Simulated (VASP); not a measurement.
Output of a VASP run:

OSZICAR:
```
       N       E                     dE             d eps       ncg     rms          rms(c)
DAV:   1     0.228274676817E+02    0.22827E+02   -0.52615E+03   408   0.863E+02
DAV:   2    -0.537330245886E+02   -0.76560E+02   -0.71798E+02   576   0.143E+02
DAV:   3    -0.593300419738E+02   -0.55970E+01   -0.55799E+01   520   0.470E+01
DAV:   4    -0.594263058520E+02   -0.96264E-01   -0.96247E-01   552   0.769E+00
DAV:   5    -0.594278166691E+02   -0.15108E-02   -0.15107E-02   520   0.955E-01    0.424E+00
DAV:   6    -0.583610126984E+02    0.10668E+01   -0.51647E-01   436   0.504E+00    0.392E+00
DAV:   7    -0.565803160152E+02    0.17807E+01   -0.50317E-01   412   0.468E+00    0.164E+00
DAV:   8    -0.567649991147E+02   -0.18468E+00   -0.16110E-01   500   0.285E+00    0.389E-01
DAV:   9    -0.568320761393E+02   -0.67077E-01   -0.78257E-02   412   0.320E+00    0.336E-01
DAV:  10    -0.570205022895E+02   -0.18843E+00   -0.79285E-02   408   0.348E+00    0.167E-01
DAV:  11    -0.569016290756E+02    0.11887E+00   -0.37773E-02   408   0.226E+00    0.613E-02
DAV:  12    -0.569330481409E+02   -0.31419E-01   -0.24230E-02   408   0.212E+00    0.654E-02
DAV:  13    -0.569317804923E+02    0.12676E-02   -0.88833E-04   472   0.364E-01    0.469E-02
DAV:  14    -0.569339093414E+02   -0.21288E-02   -0.25931E-03   416   0.657E-01    0.401E-02
DAV:  15    -0.569339983969E+02   -0.89056E-04   -0.96206E-05   440   0.112E-01    0.274E-02
DAV:  16    -0.569340571051E+02   -0.58708E-04   -0.10870E-04   432   0.133E-01    0.210E-02
DAV:  17    -0.569340527029E+02    0.44022E-05   -0.28984E-06   452   0.189E-02    0.188E-02
DAV:  18    -0.569340622418E+02   -0.95390E-05   -0.75487E-07   328   0.935E-03    0.180E-02
DAV:  19    -0.569340475062E+02    0.14736E-04   -0.36912E-06   440   0.169E-02    0.836E-03
DAV:  20    -0.569340907393E+02   -0.43233E-04   -0.12089E-05   424   0.416E-02    0.520E-03
DAV:  21    -0.569340893083E+02    0.14310E-05   -0.20711E-07   316   0.377E-03    0.484E-03
DAV:  22    -0.569340890009E+02    0.30736E-06   -0.22123E-08   232   0.142E-03
   1 F= -.56934089E+02 E0= -.56934089E+02  d E =-.569341E+02
```

OUTCAR:
```
------------------------ aborting loop because EDIFF is reached ----------------------------------------
  FORCE on cell =-STRESS in cart. coord.  units (eV):
  Direction    XX          YY          ZZ          XY          YZ          ZX
  --------------------------------------------------------------------------------------
  Total        0.0175914      0.0175914     -0.0182821      0.0000000      0.0000000      0.0000000
  in kB        0.2603973      0.2603973     -0.2706219      0.0000000      0.0000000      0.0000000
  external PRESSURE =       0.0833909 kB  Pullay stress =       0.0000000 kB
  volume of cell :      108.24
      direct lattice vectors                 reciprocal lattice vectors
     2.089783198 -3.619610242  0.000000000     0.239259269 -0.138136420  0.000000000
     2.089783198  3.619610242  0.000000000     0.239259269  0.138136420  0.000000000
     0.000000000  0.000000000  7.154538986     0.000000000  0.000000000  0.139771410
 POSITION                                       TOTAL-FORCE (eV/Angst)
 -----------------------------------------------------------------------------------
      0.00000      0.00000      0.00000         0.000000     -0.000000      0.000000
      2.08978      1.20654      1.66586        -0.000000      0.000000     -0.011812
      2.08978     -1.20654      5.48868        -0.000000     -0.000000      0.011812
 -----------------------------------------------------------------------------------
    total drift:                               -0.000000     -0.000000      0.000000
  FREE ENERGIE OF THE ION-ELECTRON SYSTEM (eV)
  ---------------------------------------------------
  free  energy   TOTEN  =       -56.9340890009 eV

  energy  without entropy=      -56.9340890009  energy(sigma->0) =      -56.93408900

 reached required accuracy - stopping structural energy minimisation
```
(Selected blocks of OUTCAR.)

**POSCAR**
```
MgI2
1
    2.0897831982    -3.6196102415     0.0000000000
    2.0897831982     3.6196102415    -0.0000000000
    0.0000000000    -0.0000000000     7.1545389860
Mg I
1 2
Direct
  0.0000000000   0.0000000000   0.0000000000
  0.3333330000   0.6666670000   0.2328399465
  0.6666670000   0.3333330000   0.7671600535
```

Task: Reconstruct the remaining input files.

Result: This is not unique; one that fits is the input of the run itself, r2SCAN meta-GGA, plane waves, VASP's PBE PAW potentials (set 64).

**KPOINTS**
```
Automatic mesh
0
Gamma
6 6 3
0 0 0
```

### INCAR
```
# general
SYSTEM  = MgI2
PREC    = Accurate
ENCUT   = 400
LREAL   = .False.
LASPH   = .True.

# electronic loop
EDIFF   = 1E-6
NELM    = 100
ALGO    = Normal
LMAXMIX = 4
LMIXTAU = .True.

# smearing
ISMEAR  = 0
SIGMA   = 0.05

# functional
METAGGA = R2SCAN

# ions
IBRION  = 2
NSW     = 60
ISIF    = 3
EDIFFG  = -0.02

# output
LWAVE   = .False.
LCHARG  = .False.
```

POTCAR, in this order: Mg I (PBE.64 set). Program: vasp_std.

The compound is MgI2 in the 1T layered structure. It was relaxed first, which changed the volume by +6 %. The start is the result of an earlier pass.
